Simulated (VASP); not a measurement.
# Te: the band gap, functional by functional

How does the band gap of Te depend on the functional? The starting structure is a measured crystal structure from the Crystallography Open Database. Cell and atoms stay as given. Meshes and data sets differ where the inputs say so.

Program: VASP 6.6.1. Level of theory: Kohn-Sham DFT with plane waves and PAW; 9 levels of theory, named at each step. Results are calculated unless marked as measured.

**1. Starting point**

Symmetry: P3_121, No. 152, trigonal system. The conventional cell has a = 4.457 Å, b = 4.457 Å, c = 5.929 Å, α = 90.00°, β = 90.00°, γ = 120.00°. Nearest to Te lie 2 Te at 2.84 Å.

**2. Bands with LDA**

LDA, the lowest rung, knows the local density alone.

Contents of INCAR:

```
SYSTEM = Te
PREC = Accurate
ENCUT = 350
EDIFF = 1E-06
NELM = 100
ISMEAR = 0
SIGMA = 0.03
LREAL = .FALSE.
ALGO = Normal
GGA = CA
NBANDS = 22
LORBIT = 11
LWAVE = .FALSE.
LCHARG = .FALSE.
KPAR = 4
LASPH = .TRUE.
```

Contents of POSCAR:

```
Te
1.0
    4.4572000000      0.0000000000      0.0000000000
   -2.2286000000      3.8600484297      0.0000000000
    0.0000000000      0.0000000000      5.9290000000
Te
3
Direct
    0.7367000000      0.7367000000      0.0000000000
    0.0000000000      0.2633000000      0.6666666667
    0.2633000000      0.0000000000      0.3333333333
```

Contents of KPOINTS:

```
Automatic mesh
0
Gamma
6 6 4
0 0 0
```

Contents of KPOINTS_OPT:

```
Line mode
10
Line-mode
Reciprocal
  0.00000000   0.00000000   0.00000000 GAMMA
  0.50000000   0.00000000   0.00000000 M

  0.50000000   0.00000000   0.00000000 M
  0.33333333   0.33333333   0.00000000 K

  0.33333333   0.33333333   0.00000000 K
  0.00000000   0.00000000   0.00000000 GAMMA

  0.00000000   0.00000000   0.00000000 GAMMA
  0.00000000   0.00000000   0.50000000 A

  0.00000000   0.00000000   0.50000000 A
  0.50000000   0.00000000   0.50000000 L

  0.50000000   0.00000000   0.50000000 L
  0.33333333   0.33333333   0.50000000 H

  0.33333333   0.33333333   0.50000000 H
  0.00000000   0.00000000   0.50000000 A

  0.50000000   0.00000000   0.50000000 L
  0.50000000   0.00000000   0.00000000 M

  0.33333333   0.33333333   0.00000000 K
  0.33333333   0.33333333   0.50000000 H
```

The projector-augmented-wave data sets are Te (LDA family, release 64).

The run is started by

```
$ mpirun -np 4 vasp_std
```

Output:

```text
[banner, memory and clock lines left out]
running    4 mpi-ranks, on    1 nodes
 distrk:  each k-point on    1 cores,    4 groups
 distr:  one band on    1 cores,    1 groups

 POSCAR found type information on POSCAR Te
 POSCAR found :  1 types and       3 ions
 LDA part: xc-table for (Slater(with rela. corr.)+CA(PZ))
 , standard interpolation
 POSCAR, INCAR and KPOINTS ok, starting setup
 FFT: planning ... GRIDC
 FFT: planning ... GRID_SOFT
 FFT: planning ... GRID
 WAVECAR not read
 entering main loop
       N       E                     dE             d eps       ncg     rms          rms(c)
DAV:   1     0.549084167186E+02    0.54908E+02   -0.47516E+03  1056   0.468E+02
DAV:   2    -0.753145473219E+01   -0.62440E+02   -0.58933E+02  1386   0.987E+01
DAV:   3    -0.113132746008E+02   -0.37818E+01   -0.37515E+01  1296   0.249E+01
DAV:   4    -0.113848596365E+02   -0.71585E-01   -0.71576E-01  1370   0.405E+00
DAV:   5    -0.113855801124E+02   -0.72048E-03   -0.72047E-03  1344   0.347E-01    0.122E+01
DAV:   6    -0.113447030434E+02    0.40877E-01   -0.15909E-02  1242   0.583E-01    0.772E+00
DAV:   7    -0.113299263827E+02    0.14777E-01   -0.39914E-02  1290   0.841E-01    0.320E-01
DAV:   8    -0.113289067450E+02    0.10196E-02   -0.67334E-03  1206   0.368E-01    0.150E-01
DAV:   9    -0.113289223636E+02   -0.15619E-04   -0.21830E-04  1284   0.740E-02    0.814E-02
DAV:  10    -0.113289210509E+02    0.13127E-05   -0.19625E-05  1268   0.197E-02    0.130E-02
DAV:  11    -0.113289203861E+02    0.66473E-06   -0.19723E-06  1302   0.714E-03
   1 F= -.11328920E+02 E0= -.11328901E+02  d E =-.382855E-04
 Start KPOINTS_OPT (optional k-point list driver)
k-point batch [1-24\90]
       N       E                     dE             ncg
DAV:   1     0.157060913896E+04   -0.61501E+04     1056
DAV:   2     0.891843781572E+02   -0.14814E+04     1390
DAV:   3     0.130515660892E+01   -0.87879E+02     1318
DAV:   4    -0.427124976242E+00   -0.17323E+01     1434
DAV:   5    -0.448935944570E+00   -0.21811E-01     1380
DAV:   6    -0.449963382417E+00   -0.10274E-02     1508
DAV:   7    -0.449965695775E+00   -0.23134E-05     1264
DAV:   8    -0.449965747957E+00   -0.52182E-07      944
[...]
k-point batch [73-90\90]
       N       E                     dE             ncg
DAV:   1     0.282334440872E+04   -0.68383E+04      792
DAV:   2     0.175493095227E+04   -0.10684E+04     1058
DAV:   3     0.169624534317E+04   -0.58686E+02     1004
DAV:   4     0.169507025131E+04   -0.11751E+01     1076
DAV:   5     0.169505879009E+04   -0.11461E-01     1074
DAV:   6     0.169505831091E+04   -0.47918E-03     1108
DAV:   7     0.169505830990E+04   -0.10096E-05      932
DAV:   8     0.169505830987E+04   -0.31709E-07      674
```

It took 39 s on 4 MPI ranks of AMD EPYC 7R43, shared host; peak memory 0.58 GiB.

Lines that name or quote the potential files are left out of all logs, and their timing lines are given in words.

Parts of OUTCAR (step 2):

```text
ion  position               nearest neighbor table
   1  0.737  0.737  0.000-   2 2.84   3 2.84   3 3.49   2 3.49   2 3.49   3 3.49
   2  0.000  0.263  0.667-   1 2.84   3 2.84   1 3.49   1 3.49   3 3.49   3 3.49
   3  0.263  0.000  0.333-   1 2.84   2 2.84   1 3.49   1 3.49   2 3.49   2 3.49

  LATTYP: Found a hexagonal cell.
 ALAT       =     4.4572000000
 C/A-ratio  =     1.3302073050

 Subroutine GETGRP returns: Found  6 space group operations
 (whereof  2 operations were pure point group operations)

The static configuration has the point symmetry C_2 .
 The point group associated with its full space group is D_3 .

 Found     24 irreducible k-points:

   k-points           NKPTS =     24   k-points in BZ     NKDIM =     24   number of bands    NBANDS=     22

   dimension x,y,z NGX =    28 NGY =   28 NGZ =   36
   dimension x,y,z NGXF=    56 NGYF=   56 NGZF=   72

   ENCUT  =  350.0 eV  25.72 Ry    5.07 a.u.   6.80  6.80  9.04*2*pi/ulx,y,z

   NELECT =      18.0000    total number of electrons

 k-points in reciprocal lattice and weights: Automatic mesh
   0.00000000  0.00000000  0.00000000       0.007
   0.16666667  0.00000000  0.00000000       0.042
   0.33333333  0.00000000  0.00000000       0.042
   0.50000000  0.00000000  0.00000000       0.021
   0.16666667  0.16666667  0.00000000       0.042
   0.33333333  0.16666667  0.00000000       0.083
   0.33333333  0.33333333  0.00000000       0.014
   0.00000000  0.00000000  0.25000000       0.014
   0.16666667  0.00000000  0.25000000       0.042
[...]
0.33333333  0.16666667  0.50000000       0.083
   0.33333333  0.33333333  0.50000000       0.014

 average (electrostatic) potential at core
       1 -89.8772       2 -89.8772       3 -89.8772

 E-fermi :   5.8137

 k-point     1 :       0.0000    0.0000    0.0000
  band No.  band energies     occupation
    ...
      5       2.9619      2.00000
      6       2.9619      2.00000
      7       4.1157      2.00000
      8       4.1157      2.00000
      9       5.0337      2.00000
     10       6.7605      0.00000
     11       6.7605      0.00000
     12       7.3914      0.00000
     13      10.6332      0.00000
     14      10.6332      0.00000
    ...

 k-point     2 :       0.1667    0.0000    0.0000
  band No.  band energies     occupation
    ...
      5       2.2722      2.00000
      6       2.6665      2.00000
      7       4.4936      2.00000
      8       4.8548      2.00000
      9       4.9969      2.00000
     10       6.5857      0.00000
     11       6.6950      0.00000
     12       7.2917      0.00000
     13      10.0952      0.00000
     14      10.6423      0.00000
    ...

 k-point     3 :       0.3333    0.0000    0.0000
  band No.  band energies     occupation
    ...
      5       1.5579      2.00000
      6       2.2034      2.00000
      7       3.3953      2.00000
      8       4.7295      2.00000
      9       4.9470      2.00000
     10       6.6532      0.00000
     11       6.8229      0.00000
     12       8.5467      0.00000
     13       9.0994      0.00000
     14      11.5882      0.00000
    ...

  Total       -0.8502384     -0.8502384     -0.7642010     -0.0000000      0.0000000     -0.0000000
  in kB      -13.3541101    -13.3541101    -12.0027796     -0.0000000      0.0000000     -0.0000000
  external PRESSURE =     -12.9036666 kB  Pullay stress =       0.0000000 kB

  energy-cutoff  :      350.00
  volume of cell :      102.01
      direct lattice vectors                 reciprocal lattice vectors
     4.457200000  0.000000000  0.000000000     0.224356098  0.129532054  0.000000000
    -2.228600000  3.860048430  0.000000000     0.000000000  0.259064107  0.000000000
     0.000000000  0.000000000  5.929000000     0.000000000  0.000000000  0.168662506

 POSITION                                       TOTAL-FORCE (eV/Angst)
 -----------------------------------------------------------------------------------
      1.64181      2.84370      0.00000        -0.112859     -0.195477      0.000000
     -0.58679      1.01635      3.95267        -0.112859      0.195477     -0.000000
      1.17358      0.00000      1.97633         0.225718      0.000000     -0.000000
 -----------------------------------------------------------------------------------
    total drift:                               -0.000000     -0.000000      0.000000

  FREE ENERGIE OF THE ION-ELECTRON SYSTEM (eV)
  ---------------------------------------------------
  free  energy   TOTEN  =       -11.3289203861 eV

  energy  without entropy=      -11.3288821007  energy(sigma->0) =      -11.32890124

 total charge
# of ion       s       p       d       tot
------------------------------------------
    1        1.439   1.828   0.046   3.313
    2        1.439   1.828   0.046   3.313
    3        1.439   1.828   0.046   3.313
--------------------------------------------------
tot          4.316   5.485   0.137   9.938

[... 3 further parts left out ...]
```

Spin-orbit coupling is off here; with elements this heavy it can split and shift levels by tenths of an eV.

LDA gives a least gap of 0.086 eV, and a least direct gap of 0.101 eV. Read at the sampled points alone, a gap this small can hide bands that cross between them, as inverted bands do.

**3. Bands with PBE**

PBE, the usual starting point, adds the gradient of the density.

INCAR: that of step 2 with these lines changed.

```diff
@@ -9,3 +9,3 @@
 ALGO = Normal
-GGA = CA
+GGA = PE
 NBANDS = 22
```

POSCAR is that of step 2.

KPOINTS is that of step 2.

KPOINTS_OPT is that of step 2.

Potentials, in the order of the species: Te (PBE family, release 64).

The run is started by

```
$ mpirun -np 4 vasp_std
```

Output:

```text
[banner, memory and clock lines left out]
running    4 mpi-ranks, on    1 nodes
[...]
LDA part: xc-table for (Slater+PW92), standard interpolation
 POSCAR, INCAR and KPOINTS ok, starting setup
[...]
entering main loop
       N       E                     dE             d eps       ncg     rms          rms(c)
DAV:   1     0.557360511832E+02    0.55736E+02   -0.47662E+03  1056   0.468E+02
DAV:   2    -0.574748826003E+01   -0.61484E+02   -0.58124E+02  1380   0.989E+01
DAV:   3    -0.935102340048E+01   -0.36035E+01   -0.35748E+01  1310   0.243E+01
DAV:   4    -0.941714109797E+01   -0.66118E-01   -0.66110E-01  1370   0.387E+00
[...]
DAV:  10    -0.939688033047E+01   -0.38679E-04   -0.38268E-05  1206   0.297E-02    0.154E-02
DAV:  11    -0.939687754802E+01    0.27825E-05   -0.66570E-06  1312   0.128E-02    0.886E-03
DAV:  12    -0.939687780760E+01   -0.25958E-06   -0.70650E-07   800   0.394E-03
   1 F= -.93968778E+01 E0= -.93968775E+01  d E =-.570859E-06
 Start KPOINTS_OPT (optional k-point list driver)
k-point batch [1-24\90]
       N       E                     dE             ncg
DAV:   1     0.161511636479E+04   -0.61056E+04     1056
DAV:   2     0.156649643315E+03   -0.14585E+04     1384
DAV:   3     0.729533868333E+02   -0.83696E+02     1322
DAV:   4     0.713372165051E+02   -0.16162E+01     1444
DAV:   5     0.713188782096E+02   -0.18338E-01     1394
DAV:   6     0.713181859656E+02   -0.69224E-03     1494
DAV:   7     0.713181840894E+02   -0.18762E-05     1280
DAV:   8     0.713181840457E+02   -0.43729E-07      932
[...]
k-point batch [73-90\90]
       N       E                     dE             ncg
DAV:   1     0.285895134314E+04   -0.68027E+04      792
DAV:   2     0.180628002112E+04   -0.10527E+04     1050
DAV:   3     0.175035253880E+04   -0.55927E+02     1012
DAV:   4     0.174926062964E+04   -0.10919E+01     1084
DAV:   5     0.174925212063E+04   -0.85090E-02     1068
DAV:   6     0.174925178658E+04   -0.33404E-03     1106
DAV:   7     0.174925178565E+04   -0.93276E-06      956
```

The job ended after 33 s (4 MPI ranks; peak memory 0.65 GiB).

Parts of OUTCAR (step 3):

```text
  Total        1.1710958      1.1710958      1.5039871      0.0000000      0.0000000      0.0000000
  in kB       18.3935975     18.3935975     23.6220929      0.0000000      0.0000000      0.0000000
  external PRESSURE =      20.1364293 kB  Pullay stress =       0.0000000 kB

 POSITION                                       TOTAL-FORCE (eV/Angst)
 -----------------------------------------------------------------------------------
      1.64181      2.84370      0.00000        -0.157978     -0.273626      0.000000
     -0.58679      1.01635      3.95267        -0.157978      0.273626      0.000000
      1.17358      0.00000      1.97633         0.315956     -0.000000      0.000000
 -----------------------------------------------------------------------------------
    total drift:                               -0.000000     -0.000000      0.000000

  FREE ENERGIE OF THE ION-ELECTRON SYSTEM (eV)
  ---------------------------------------------------
  free  energy   TOTEN  =        -9.3968778076 eV

  energy  without entropy=       -9.3968772367  energy(sigma->0) =       -9.39687752

[... 2 parts as in an earlier step ...]

[... 1 further part left out ...]
[key lines of the parts left out:]
E-fermi :   5.9918
```

PBE gives a least gap of 0.142 eV, and a least direct gap of 0.159 eV. Read at the sampled points alone, a gap this small can hide bands that cross between them, as inverted bands do. The least gap is +0.056 eV from that of LDA.

**4. Bands with r2SCAN**

r2SCAN adds the kinetic-energy density, costs more than a GGA and is run with LASPH.

INCAR: that of step 3 with these lines changed.

```diff
@@ -9,3 +9,4 @@
 ALGO = Normal
-GGA = PE
+METAGGA = R2SCAN
+LASPH = .TRUE.
 NBANDS = 22
@@ -15,2 +16 @@
 KPAR = 4
-LASPH = .TRUE.
```

POSCAR is that of step 3.

KPOINTS is that of step 3.

KPOINTS_OPT is that of step 3.

The run is started by

```
$ mpirun -np 4 vasp_std
```

Output:

```text
[banner, memory and clock lines left out]
running    4 mpi-ranks, on    1 nodes
[...]
|                                                                             |
|               ----> ADVICE to this user running VASP <----                  |
|                                                                             |
|     You enforced a specific xc type in the INCAR file but a different       |
|     [... a line on the potential file left out ...]
|     I HOPE YOU KNOW WHAT YOU ARE DOING!                                     |
|                                                                             |

 LDA part: xc-table for (None), standard interpolation
 POSCAR, INCAR and KPOINTS ok, starting setup
[...]
entering main loop
       N       E                     dE             d eps       ncg     rms          rms(c)
DAV:   1    -0.128480607359E+02   -0.12848E+02   -0.49144E+03  1056   0.482E+02
DAV:   2    -0.756404958924E+02   -0.62792E+02   -0.59332E+02  1372   0.102E+02
[...]
DAV:  11    -0.762160739913E+02   -0.18357E-04   -0.27256E-05  1262   0.269E-02    0.641E-03
DAV:  12    -0.762160735473E+02    0.44398E-06   -0.17303E-06  1162   0.670E-03
   1 F= -.76216074E+02 E0= -.76216074E+02  d E =-.568213E-16
 Start KPOINTS_OPT (optional k-point list driver)
k-point batch [1-24\90]
       N       E                     dE             ncg
DAV:   1     0.151956302899E+04   -0.62011E+04     1056
DAV:   2    -0.378182733239E+01   -0.15233E+04     1384
DAV:   3    -0.882914035618E+02   -0.84510E+02     1314
DAV:   4    -0.897242039787E+02   -0.14328E+01     1354
DAV:   5    -0.897527407694E+02   -0.28537E-01     1392
DAV:   6    -0.897539597251E+02   -0.12190E-02     1446
DAV:   7    -0.897539775501E+02   -0.17825E-04     1328
DAV:   8    -0.897539783641E+02   -0.81405E-06      974
[...]
k-point batch [73-90\90]
       N       E                     dE             ncg
DAV:   1     0.278478323026E+04   -0.68769E+04      792
DAV:   2     0.168581421925E+04   -0.10990E+04     1050
DAV:   3     0.162946865600E+04   -0.56346E+02      998
DAV:   4     0.162850899408E+04   -0.95966E+00     1018
DAV:   5     0.162848754457E+04   -0.21450E-01     1068
DAV:   6     0.162848658743E+04   -0.95714E-03     1092
DAV:   7     0.162848656795E+04   -0.19479E-04     1006
DAV:   8     0.162848656703E+04   -0.92839E-06      754
```

Elapsed: 1.8 min, on 4 MPI ranks; peak memory 0.62 GiB.

Parts of OUTCAR (step 4):

```text
  Total        0.9102545      0.9102545      0.9812253     -0.0000000     -0.0000000     -0.0000000
  in kB       14.2967418     14.2967418     15.4114318     -0.0000000     -0.0000000     -0.0000000
  external PRESSURE =      14.6683052 kB  Pullay stress =       0.0000000 kB

 POSITION                                       TOTAL-FORCE (eV/Angst)
 -----------------------------------------------------------------------------------
      1.64181      2.84370      0.00000        -0.043650     -0.075604      0.000000
     -0.58679      1.01635      3.95267        -0.043650      0.075604     -0.000000
      1.17358      0.00000      1.97633         0.087300     -0.000000      0.000000
 -----------------------------------------------------------------------------------
    total drift:                               -0.000001     -0.000002     -0.000000

  FREE ENERGIE OF THE ION-ELECTRON SYSTEM (eV)
  ---------------------------------------------------
  free  energy   TOTEN  =       -76.2160735473 eV

  energy  without entropy=      -76.2160735473  energy(sigma->0) =      -76.21607355

[... 2 parts as in an earlier step ...]

[... 1 further part left out ...]
[key lines of the parts left out:]
E-fermi :   5.9294
```

r2SCAN gives a least gap of 0.305 eV, and a least direct gap of 0.329 eV. The least gap is +0.219 eV from that of LDA.

(Continued in part 2 of 3.)

[Lines on the potential files, build, host, timing and source positions are cut from VASP's logs without a mark.]

[Logs are printed without paths, hosts, clocks, repeated set-up lines and the standing remarks that a program may print on its own settings, such as how far it seeks lower states.]

[Hosts, paths, dates, database ids (printed as entryN), source tags and the programs' standing remarks are cut or masked in the printed files.]
